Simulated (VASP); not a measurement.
VASP runs on BP (space group F-43m) share one base input (PBE GGA, plane waves, VASP's PBE PAW potentials (set 64)) and change the settings named in each case.

### INCAR
```
SYSTEM = BP
PREC = Accurate
ENCUT = 400
EDIFF = 1E-6
NELM = 100
ALGO = Normal
LREAL = .FALSE.
LASPH = .TRUE.
ISMEAR = 0
SIGMA = 0.01
GGA = PE
LWAVE = .FALSE.
LCHARG = .FALSE.
ISIF = 2
```

File KPOINTS:
```
K-points
0
gamma
 13 13 13
0 0 0
```

POSCAR:
```
BP
1
    0.0000000000     2.2323060000     2.2323060000
    2.2323060000     0.0000000000     2.2323060000
    2.2323060000     2.2323060000     0.0000000000
B P
1 1
Direct
  0.0000000000   0.0000000000   0.0000000000
  0.2500000000   0.2500000000   0.2500000000
```

POTCAR, in this order: B P (PBE.64 set). Program: vasp_std.

```
change                        E(σ→0) (eV/atom)  pressure (GPa)
----------------------------  ----------------  --------------
base run                               -6.4469            9.78
NBANDS = 12                            -6.4469            9.79
IVDW = 12                              -6.7866               …
KPOINTS 1×1×1 Γ-centred mesh            4.8804          123.61
ISYM = 0                               -6.4469            9.78
```

Problem. What belongs in the gaps?

Solution. 
- IVDW = 12, pressure (GPa): 4.89

Energies of different potentials or functionals have different zeros.  At 400 eV the pressure can carry a Pulay error.

Left out are runs that ran out of time, are held back, or changed the cell or the kind of run, fixed moments of cells without a moment, rows past the twelfth, gaps on odd meshes, pressures of charged cells and columns that move by less than the noise.

The structure comes from a computed database's BP entry; how it stands against other phases isn't given here. The cell was not relaxed at this level, its lattice was scaled by up to 2.5 %.
